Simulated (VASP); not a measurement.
The input files of a VASP run:

KPOINTS:
```
Automatic mesh
0
Gamma
8 8 8
0 0 0
```

### POSCAR
```
PbS
2.9497930
  0.0000000000   0.9999999753   0.9999999753
  0.9999999753   0.0000000000   0.9999999753
  0.9999999753   0.9999999753   0.0000000000
Pb S
1 1
Cartesian
  0.0000000000   0.0000000000   0.0000000000
  0.9999999753   0.9999999753   0.9999999753
```

**INCAR**
```
# general
SYSTEM    =  PbS
PREC      =  Accurate
ENCUT     =  520   # plane-wave cut-off (eV)
LREAL     =  .FALSE.   # projection in real space or not
LASPH     =  .TRUE.

# electronic loop
EDIFF     =  1E-7
NELM      =  100   # most electronic steps
ALGO      =  Normal   # blocked Davidson
LMAXMIX   =  4   # l cut-off of mixed one-centre charges

# smearing
ISMEAR    =  0   # Gaussian
SIGMA     =  0.05   # width (eV)

# functional
GGA       =  MK
LUSE_VDW  =  .TRUE.
AGGAC     =  0.0
PARAM1    =  0.1234568
PARAM2    =  0.7114
ZAB_VDW   =  -1.8867

# ions
ISIF      =  2

# output
LWAVE     =  .FALSE.
LCHARG    =  .FALSE.
```

POTCAR, in this order: Pb_d S (PBE.64 set). Program: vasp_std.

Question: Write an equivalent input for Quantum ESPRESSO's pw.x.

Answer: One equivalent input (not run):
```
&CONTROL
  calculation = 'scf'
  pseudo_dir = './pseudo'
  outdir = './out'
  tprnfor = .true.
  tstress = .true.
/
&SYSTEM
  ibrav = 0
  nat = 2
  ntyp = 2
  ecutwfc = 62.5
  occupations = 'smearing'
  smearing = 'gaussian'
  degauss = 0.003675
  input_dft = 'vdw-df2-b86r'
/
&ELECTRONS
  conv_thr = 7.3e-09
  electron_maxstep = 100
/
ATOMIC_SPECIES
  Pb 207.200 Pb.upf
  S 32.060 S.upf
CELL_PARAMETERS angstrom
     0.0000000    2.9497929    2.9497929
     2.9497929    0.0000000    2.9497929
     2.9497929    2.9497929    0.0000000
ATOMIC_POSITIONS crystal
  Pb   0.0000000  0.0000000  0.0000000
  S    0.5000000  0.5000000  0.5000000
K_POINTS automatic
  8 8 8 0 0 0
```
What does not carry over: the potentials are each code's own (VASP's PAW set, PseudoDojo norm-conserving files in pw.x), so ENCUT and ecutwfc are chosen apart and not converted; conv_thr bounds pw.x's estimated SCF error, while EDIFF bounds the energy change between steps.

The compound is PbS in the rock salt structure. This cell is one point of a volume scan, at 0.97 of the reference volume.
